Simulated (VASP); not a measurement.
AuZn (CsCl type): the cohesive energy from VASP (plane waves, PAW) at several levels of theory. Atoms are spin-polarised in a large box without symmetry, with the spin fixed by Hund's rule, and may not be in the lowest state of each functional; no zero-point energy is added. Spin-orbit coupling is left out, which shifts such energies by up to tenths of an eV for the heavy elements here.

```tsv
level	cohesive energy (eV/atom)
LDA	3.31
PBE	2.28
PBEsol	2.87
RPBE	1.80
revTPSS	2.84
SCAN	2.80
```

The cell of the LDA run:

```cif
data_AuZn
_chemical_formula_sum 'Zn1 Au1'
_space_group_name_H-M_alt 'P 1'
_space_group_IT_number 1
_cell_length_a 3.10090
_cell_length_b 3.10090
_cell_length_c 3.10090
_cell_angle_alpha 90.000
_cell_angle_beta 90.000
_cell_angle_gamma 90.000
loop_
_space_group_symop_operation_xyz
  'x, y, z'
loop_
_atom_site_label
_atom_site_type_symbol
_atom_site_fract_x
_atom_site_fract_y
_atom_site_fract_z
_atom_site_occupancy
Zn1 Zn 0.50000 0.50000 0.50000 1
Au1 Au 0.00000 0.00000 0.00000 1
```

Only levels that ran to the end are used. Left out are those held back, those with too coarse a band path, GW runs whose mesh misses a band edge, hybrids' fits of cells that aren't cubic and levels without matching references; a question may draw on a part of the rest.
